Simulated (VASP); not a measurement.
# Hf (P6_3/mmc) in VASP: a series of runs, part 2 of 2

VASP 6.6.1.

**3. Relaxation of cell and atoms, PBEsol, target pressure 12 GPa, at which the enthalpy is minimised**

This run uses another cell than the first one, of 19.40 Å³/atom, 1.156 times its volume.

The input, INCAR:

```
SYSTEM = Hf
PREC = Accurate
ENCUT = 520
EDIFF = 1E-7
ISMEAR = 0
SIGMA = 0.1
LREAL = .False.
LASPH = .True.
NELM = 60
ALGO = Normal
ISIF = 3
LWAVE = .False.
LCHARG = .False.
GGA = PS
IBRION = 2
NSW = 80
EDIFFG = -0.002
PSTRESS = 120.0
```

The input, KPOINTS:

```
Automatic mesh
0
Gamma
  3 3 2
  0 0 0
```

The input, POSCAR:

```
Hf                                      
1.0
    3.0106638110      0.0000000001      0.0000000000
   -1.5053319053      2.6073113602      0.0000000000
    0.0000000000      0.0000000000      4.9435912402
  Hf            
     2
Direct
     0.3333333300000021    0.6666666699999979    0.2500000000000000
     0.6666666699999979    0.3333333300000021    0.7500000000000000
```

Potentials or basis: VASP PAW PBE potentials, release 64 (Hf_pv).

Started as:

```bash
$ cat potpaw_PBE.64/Hf_pv/POTCAR > POTCAR
$ mpirun -np 1 vasp_std > vasp.out
```

It took 13 s on 1 thread of Intel Xeon Platinum 8488C (Sapphire Rapids), shared host; peak memory 0.16 GiB.

Results (log left out):

- Free energy: -20.9079 eV
- Relaxed volume: 19.41 Å³/atom
- Relaxed cell: a = 3.011 Å, b = 3.011 Å, c = 4.943 Å, α = 90.00°, β = 90.00°, γ = 120.00°
- Space group after relaxing (to 0.05 Å): P6_3/mmc (No. 194)
- Energy change on relaxing (the enthalpy is what falls): -0.5 meV/atom
- Ionic steps: 4
- Pressure after relaxing: 12.0 GPa
- Band gap on the k mesh: none (metal or under the smearing width)

The path:
```csv
step,energy change (eV),largest force (eV/Å),pressure (GPa),volume (Å³)
1,0.0000,0.0000,12.03,38.81
2,-0.0017,0.0000,11.95,38.83
3,-0.0009,0.0000,11.99,38.82
4,-0.0009,0.0000,12.00,38.82
```

Final structure:
```
Hf
1.0
     3.01133    0.00000    0.00000
    -1.50566    2.60789    0.00000
     0.00000    0.00000    4.94301
Hf
2
Direct
  0.33333 0.66667 0.25000
  0.66667 0.33333 0.75000
```

Levels at points of the mesh, in eV from the Fermi level:
| k point | band 8 | band 9 | band 10 | band 11 | band 12 | band 13 |
| --- | --- | --- | --- | --- | --- | --- |
| (0.00, 0.00, 0.00) | -4.28 | 0.94 | 1.10 | 1.24 | 1.24 | 2.12 |
| (0.00, 0.00, 0.50) | -5.74 | -0.09 | -0.09 | 1.20 | 1.20 | 1.20 |

Caveat: the k mesh is coarse (spacing up to 0.80 Å⁻¹), so the values aren't converged; the cell is relaxed towards a set pressure, so the enthalpy falls and the energy may rise; the PAW data sets were made with another functional, which shifts forces and pressure a little.

**4. Relaxation of cell and atoms, PBEsol, target pressure 0.0001 GPa, at which the enthalpy is minimised**

This run uses another cell than the first one, of 19.41 Å³/atom, 1.156 times its volume.

INCAR: that of step 3 with these lines changed.

```diff
@@ -17,2 +17,2 @@
 EDIFFG = -0.002
-PSTRESS = 120.0
+PSTRESS = 0.001
```

KPOINTS is that of step 3.

The input, POSCAR:

```
Hf                                      
1.0
    3.0113276404      0.0000000001      0.0000000000
   -1.5056638200      2.6078862576     -0.0000000000
   -0.0000000000     -0.0000000000      4.9430057379
  Hf            
     2
Direct
     0.3333333300000021    0.6666666699999979    0.2500000000000000
     0.6666666699999979    0.3333333300000021    0.7500000000000000
```

Started as:

```bash
$ cat potpaw_PBE.64/Hf_pv/POTCAR > POTCAR
$ mpirun -np 1 vasp_std > vasp.out
```

Wall time 41 s (1 thread of Intel Xeon Platinum 8488C (Sapphire Rapids), shared host); peak memory 0.16 GiB.

It converged, with:

| Property | Result |
| --- | --- |
| Free energy | -21.0627 eV |
| Relaxed volume | 21.51 Å³/atom |
| Relaxed cell | a = 3.159 Å, b = 3.159 Å, c = 4.978 Å, α = 90.00°, β = 90.00°, γ = 120.00° |
| Space group after relaxing (to 0.05 Å) | P6_3/mmc (No. 194) |
| Energy change on relaxing (the enthalpy is what falls) | -77.4 meV/atom |
| Ionic steps | 14 |
| Pressure after relaxing | 0.0 GPa |
| Band gap on the k mesh | none (metal or under the smearing width) |

The path:
```csv
step,energy change (eV),largest force (eV/Å),pressure (GPa),volume (Å³)
1,0.0000,0.0000,12.00,38.82
2,0.0443,0.0000,-10.44,47.57
3,-0.1313,0.0000,-0.22,42.66
4,-0.1313,0.0000,-0.02,42.58
5,-0.1534,0.0000,-0.24,43.03
6,-0.1546,0.0000,-0.34,43.15
7,-0.1546,0.0000,-0.35,43.16
8,-0.1546,0.0000,0.41,42.88
9,-0.1548,0.0000,0.00,43.03
10,-0.1548,0.0000,0.00,43.03
11,-0.1547,0.0000,-0.18,43.10
12,-0.1548,0.0000,-0.02,43.04
13,-0.1548,0.0000,-0.01,43.03
14,-0.1548,0.0000,-0.01,43.03
```

Final structure:
```
Hf
1.0
     3.15939    0.00000    0.00000
    -1.57970    2.73611    0.00000
     0.00000    0.00000    4.97760
Hf
2
Direct
  0.33333 0.66667 0.25000
  0.66667 0.33333 0.75000
```

Levels at points of the mesh, in eV from the Fermi level:
| k point | band 8 | band 9 | band 10 | band 11 | band 12 | band 13 |
| --- | --- | --- | --- | --- | --- | --- |
| (0.00, 0.00, 0.00) | -3.85 | 0.80 | 1.14 | 1.14 | 1.47 | 2.02 |
| (0.00, 0.00, 0.50) | -5.49 | 0.12 | 0.12 | 1.01 | 1.01 | 1.01 |

Caveat: the k mesh is coarse (spacing up to 0.80 Å⁻¹), so the values aren't converged; the cell is relaxed towards a set pressure, so the enthalpy falls and the energy may rise; the PAW data sets were made with another functional, which shifts forces and pressure a little.

**5. Relaxation of cell and atoms, PBEsol, target pressure 0.0001 GPa, at which the enthalpy is minimised**

This run uses another cell than the first one, of 21.51 Å³/atom, 1.282 times its volume.

INCAR is that of step 4.

KPOINTS is that of step 4.

The input, POSCAR:

```
Hf                                      
1.0
    3.1593911454      0.0000000001      0.0000000000
   -1.5796955725      2.7361130175      0.0000000000
   -0.0000000000     -0.0000000000      4.9775994845
  Hf            
     2
Direct
     0.3333333300000021    0.6666666699999979    0.2500000000000000
     0.6666666699999979    0.3333333300000021    0.7500000000000000
```

Started as:

```bash
$ cat potpaw_PBE.64/Hf_pv/POTCAR > POTCAR
$ mpirun -np 1 vasp_std > vasp.out
```

It used 4.3 s of CPU time on 1 thread of Intel(R) Xeon(R) Platinum 8488C (Sapphire Rapids), on a shared host, which was overloaded at the time.

The run converged. Its results:

- Free energy: -21.0637 eV
- Pressure after relaxing: 0.0 GPa
- Band gap on the k mesh: none (metal or under the smearing width)

Final structure:
```
CELL_PARAMETERS angstrom
3.15939 0.00000 0.00000
-1.57970 2.73611 0.00000
0.00000 0.00000 4.97760
ATOMIC_POSITIONS crystal
Hf 0.33333 0.66667 0.25000
Hf 0.66667 0.33333 0.75000
```

Levels at points of the mesh, in eV from the Fermi level:
| k point | band 8 | band 9 | band 10 | band 11 | band 12 | band 13 |
| --- | --- | --- | --- | --- | --- | --- |
| (0.00, 0.00, 0.00) | -3.85 | 0.80 | 1.14 | 1.14 | 1.47 | 2.02 |
| (0.00, 0.00, 0.50) | -5.49 | 0.12 | 0.12 | 1.01 | 1.01 | 1.01 |

Caveat: the k mesh is coarse (spacing up to 0.77 Å⁻¹), so the values aren't converged; the relaxation stopped at its first step, so nothing moved; the cell is relaxed towards a set pressure, so the enthalpy falls and the energy may rise; the PAW data sets were made with another functional, which shifts forces and pressure a little.

**6. Relaxation of cell and atoms, PBEsol, target pressure 100 GPa, at which the enthalpy is minimised**

This run uses another cell than the first one, of 13.78 Å³/atom, 0.821 times its volume.

INCAR: that of step 5 with these lines changed.

```diff
@@ -17,2 +17,2 @@
 EDIFFG = -0.002
-PSTRESS = 0.001
+PSTRESS = 1000
```

KPOINTS is that of step 5.

The input, POSCAR:

```
Hf                                      
1.0
    2.5182444014      0.0000000000      0.0000000000
   -1.2591222006      2.1808636324      0.0000000000
    0.0000000000      0.0000000000      5.0165616233
  Hf            
     2
Direct
     0.3333333300000021    0.6666666699999979    0.2500000000000000
     0.6666666699999979    0.3333333300000021    0.7500000000000000
```

Potentials or basis: VASP PAW PBE potentials, release 64 (Hf_pv).

Started as:

```bash
$ cat potpaw_PBE.64/Hf_pv/POTCAR > POTCAR
$ mpirun -np 1 vasp_std > vasp.out
```

Wall time 37 s (1 thread of Intel Xeon Platinum 8488C (Sapphire Rapids), shared host); peak memory 0.14 GiB.

It converged, with:

```
Free energy                                            : -17.4155 eV
Relaxed volume                                         : 12.96 Å³/atom
Relaxed cell                                           : a = 2.465 Å, b = 2.465 Å, c = 4.923 Å, α = 90.00°, β = 90.00°, γ = 120.00°
Space group after relaxing (to 0.05 Å)                 : P6_3/mmc (No. 194)
Energy change on relaxing (the enthalpy is what falls) : +444.9 meV/atom
Ionic steps                                            : 11
Pressure after relaxing                                : 100.0 GPa
Band gap on the k mesh                                 : none (metal or under the smearing width)
```

Step by step:
```csv
step,energy change (eV),largest force (eV/Å),pressure (GPa),volume (Å³)
1,0.0000,0.0000,75.01,27.55
2,7.4649,0.0000,291.29,19.84
3,0.8757,0.0000,99.71,25.93
4,0.8954,0.0000,100.26,25.90
5,0.9024,0.0000,99.67,25.89
6,0.9000,0.0000,100.03,25.89
7,0.8982,0.0000,100.18,25.90
8,0.8973,0.0000,100.23,25.90
9,0.8975,0.0000,100.22,25.90
10,0.8675,0.0000,99.40,25.95
11,0.8899,0.0000,100.01,25.91
```

Final structure:
```xyz
2
Lattice="2.4652 0.0000 0.0000 -1.2326 2.1349 0.0000 0.0000 0.0000 4.9232" Properties=species:S:1:pos:R:3 pbc="T T T"
Hf    0.0000    1.4233    1.2308
Hf    1.2326    0.7116    3.6924
```

Levels at points of the mesh, in eV from the Fermi level:
```tsv
k point	band 7	band 8	band 9	band 10	band 11	band 12	band 13	band 14
(0.00, 0.00, 0.00)	-8.35	-5.36	-2.05	1.49	1.49	2.08	2.13	2.13
(0.00, 0.00, 0.50)	-5.93	-5.93	-1.52	-1.52	1.67	1.67	1.67	1.67
```

Caveat: the k mesh is coarse (spacing up to 0.96 Å⁻¹), so the values aren't converged; the cell is relaxed towards a set pressure, so the enthalpy falls and the energy may rise; the PAW data sets were made with another functional, which shifts forces and pressure a little. Spin-orbit coupling is left out, which matters for the levels of Hf.

**7. Relaxation of cell and atoms, PBEsol, target pressure 100 GPa, at which the enthalpy is minimised**

This run uses another cell than the first one, of 12.96 Å³/atom, 0.772 times its volume.

INCAR is that of step 6.

KPOINTS is that of step 6.

The input, POSCAR:

```
Hf                                      
1.0
    2.4652003359      0.0000000000     -0.0000000000
   -1.2326001678      2.1349261285      0.0000000000
   -0.0000000000     -0.0000000000      4.9231697048
  Hf            
     2
Direct
     0.3333333300000021    0.6666666699999979    0.2500000000000000
     0.6666666699999979    0.3333333300000021    0.7500000000000000
```

Started as:

```bash
$ cat potpaw_PBE.64/Hf_pv/POTCAR > POTCAR
$ mpirun -np 1 vasp_std > vasp.out
```

It took 6.2 s on 1 thread of Intel Xeon Platinum 8488C (Sapphire Rapids), shared host; peak memory 0.13 GiB.

Results (log left out):

- Free energy: -17.4149 eV
- Pressure after relaxing: 100.0 GPa
- Band gap on the k mesh: none (metal or under the smearing width)

Final structure:
```xyz
2
Lattice="2.4652 0.0000 0.0000 -1.2326 2.1349 0.0000 0.0000 0.0000 4.9232" Properties=species:S:1:pos:R:3 pbc="T T T"
Hf    0.0000    1.4233    1.2308
Hf    1.2326    0.7116    3.6924
```

Levels at points of the mesh, in eV from the Fermi level:
```
           k point  band 7  band 8  band 9  band 10  band 11  band 12  band 13  band 14
(0.00, 0.00, 0.00)   -8.35   -5.36   -2.05     1.49     1.49     2.08     2.13     2.13
(0.00, 0.00, 0.50)   -5.93   -5.93   -1.52    -1.52     1.67     1.67     1.67     1.67
```

Caveat: the k mesh is coarse (spacing up to 0.98 Å⁻¹), so the values aren't converged; the relaxation stopped at its first step, so nothing moved; the cell is relaxed towards a set pressure, so the enthalpy falls and the energy may rise; the PAW data sets were made with another functional, which shifts forces and pressure a little.

**8. Summary**

| cell | target pressure | gap on the mesh (eV) | pressure (GPa) |
| --- | --- | --- | --- |
| relaxed to 12 GPa | 12 GPa | none | 12.0 |
| relaxed to 0.0001 GPa | 0.0001 GPa | none | 0.0 |
| relaxed to 100 GPa | 100 GPa | none | 100.0 |

Alike in all rows: task relaxation of cell and atoms; level PBEsol; potentials or basis VASP PAW PBE potentials, release 64 (Hf_pv); no spin polarisation; k mesh 3 × 3 × 2; cutoff (eV) 520; smearing gaussian 0.1 eV; the mesh is coarse, so values aren't converged.

Caveats: all runs use coarse meshes; the cell is relaxed towards a set pressure, so the enthalpy falls and the energy may rise; the PAW data sets were made with another functional, which shifts forces and pressure a little; the relaxation stopped at its first step, so nothing moved (some runs).

Absolute energies hang on the potentials; compare differences alone.
